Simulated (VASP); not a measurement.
Given:

```
NiSi2
1.0
    0.00000     2.71323     2.71323
    2.71323     0.00000     2.71323
    2.71323     2.71323     0.00000
Si Ni
2 1
Cartesian
  1.35661   1.35661   1.35661
  4.06984   4.06984   4.06984
  2.71323   0.00000   2.71323
```

Level of theory: revTPSS meta-GGA, VASP's PBE PAW potentials (set 64) (plane waves; VASP). Numerical set-up: 520 eV cut-off, 10×10×10 Γ-centred mesh, first-order Methfessel-Paxton smearing of 0.10 eV, potentials Si Ni.

Question: Give the stress tensor in GPa (positive for a compressed cell).

Answer: 
```
-4.41   0.00   0.00
 0.00  -4.41   0.00
 0.00   0.00  -4.41
```
The pressure is its mean diagonal, -4.41 GPa.

The compound is NiSi2 in the fluorite structure. This cell is one point of a volume scan, at 1.03 of the reference volume. The run is not spin-polarised, so no magnetic state was tried.
